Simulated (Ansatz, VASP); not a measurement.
**CuRu4 in VASP and in Ansatz**

```
Cu Ru
1.0
     3.28319    0.00000    0.00000
    -1.64159    2.84332    0.00000
     0.00000    0.00000    7.99273
Cu Ru
1 4
Cartesian
  0.0000 0.0000 0.0000
  0.0000 1.8955 3.9964
  1.6416 0.9478 3.9964
  0.0000 0.0000 3.0155
  0.0000 0.0000 4.9772
```

Alike in both runs: task single point; functional PBE; k mesh 6 × 6 × 2; occupations gaussian, width 0.1 eV; no spin polarisation.

|  | VASP | Ansatz |
| --- | --- | --- |
| version | VASP 6.6.1 | Ansatz 0.2.0 |
| potentials or method | VASP PAW PBE potentials, release 64 (Cu, Ru_pv) | scalar-relativistic, plane waves, PAW |
| plane-wave cutoff (eV) | 520 | 420 |
| valence electrons in the cell | 67 | 83 |

```tsv
	VASP	Ansatz	Ansatz less VASP
gap on the k mesh at the Fermi level (eV)	none	none	-
rms of the force components (eV/Å)	16.268	15.542	-0.7264
```

Atom by atom the forces differ by 0.726 eV/Å (rms over components). A gap of «none» marks a metal or a gap that the smearing closes. The two sets of potentials don't hold the same shells in valence.

Caveats: the k mesh is coarse (spacing up to 0.39 Å⁻¹), so the values aren't converged; forces of over 1 eV/Å show positions far from the minimum, so gaps and moduli don't describe the material at rest.
